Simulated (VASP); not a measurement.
Sb: equilibrium volume by level of theory

It takes space group R-3m (No. 166, trigonal). Conventional cell: a = 4.308 Å, b = 4.308 Å, c = 11.274 Å, α = 90.00°, β = 90.00°, γ = 120.00°. Sb (site symmetry 3m) has 3 Sb at 2.91 Å as nearest neighbours.

```csv
rung,level,program and potentials,cutoff (eV),k mesh,smearing,equilibrium volume (Å³/atom),notes
LDA,LDA,"VASP, LDA PAW files Sb, 600 eV",600,10 × 10 × 10,methfessel-paxton 0.1,29.29,-
GGA,PBE,"VASP, PBE PAW files Sb, 300 eV",300,5 × 5 × 5,methfessel-paxton 0.1,31.85,-
GGA,PBE,"VASP, PBE PAW files Sb, 600 eV",600,10 × 10 × 10,methfessel-paxton 0.1,(a),-
GGA + dispersion,PBE+D3(BJ),"VASP, PBE PAW files Sb, 600 eV",600,10 × 10 × 10,methfessel-paxton 0.1,29.79,-
GGA,PBEsol,"VASP, PBE PAW files Sb, 600 eV",600,10 × 10 × 10,methfessel-paxton 0.1,29.88,potentials made for PBE
non-local van der Waals functional,rev-vdW-DF2,"VASP, PBE PAW files Sb, 600 eV",600,10 × 10 × 10,methfessel-paxton 0.1,31.11,potentials made for PBE
meta-GGA,r2SCAN,"VASP, PBE PAW files Sb, 600 eV",600,10 × 10 × 10,methfessel-paxton 0.1,31.48,potentials made for PBE
meta-GGA + dispersion,r2SCAN+rVV10,"VASP, PBE PAW files Sb, 600 eV",600,10 × 10 × 10,methfessel-paxton 0.1,30.79,potentials made for PBE
```

Task: relaxation of cell and atoms. All rows: no spin polarisation. Smearing widths are in eV. For a metal such meshes aren't converged. Meshes differ between rows, which moves values too. Meshes are those of the run's cell of 2 atoms unless a note names another. Relaxations start from the cell shown or near it and stop with a little pressure left. Runs on faulty files, with rough fits or with known faults for this quantity aren't shown. No row holds spin-orbit coupling.

Q: Estimate the value left out from the other rows.

A: (a) 31.75 Å³/atom.
